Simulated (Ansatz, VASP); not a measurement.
RbP2: VASP beside Ansatz

```
Rb P
1.0
     4.23048    0.00000    0.00000
    -2.11524    3.66370    0.00000
     0.00000    0.00000    4.56779
Rb P
1 2
Direct
  0.00000 0.00000 0.00000
  0.33333 0.66667 0.50000
  0.66667 0.33333 0.50000
```

Alike in both runs: task relaxation of cell and atoms; functional PBE; k mesh 6 × 6 × 4; occupations gaussian, width 0.1 eV; no spin polarisation.

```csv
,VASP,Ansatz
version,VASP 6.6.1,Ansatz 0.2.0
potentials or method,"VASP PAW PBE potentials, release 64 (Rb_sv, P)","scalar-relativistic, plane waves, PAW"
plane-wave cutoff (eV),600,420
valence electrons in the cell,19,19
```

|  | VASP | Ansatz | Ansatz less VASP |
| --- | --- | --- | --- |
| gap on the k mesh at the Fermi level, each at its own relaxed structure (eV) | none | none | - |
| relaxed volume (Å³/atom) | 27.41 | 27.33 | -0.081 |
| relaxed cell length with the largest relative difference (Å) | 5.352 | 5.333 | -0.0190 |
| energy change over the relaxation (meV/atom) | -116 | -115 | +1.3 |

A gap of «none» marks a metal or a gap that the smearing closes.

Caveats: the volume moved by over 15 % at a fixed basis, so the end points are rough (VASP).
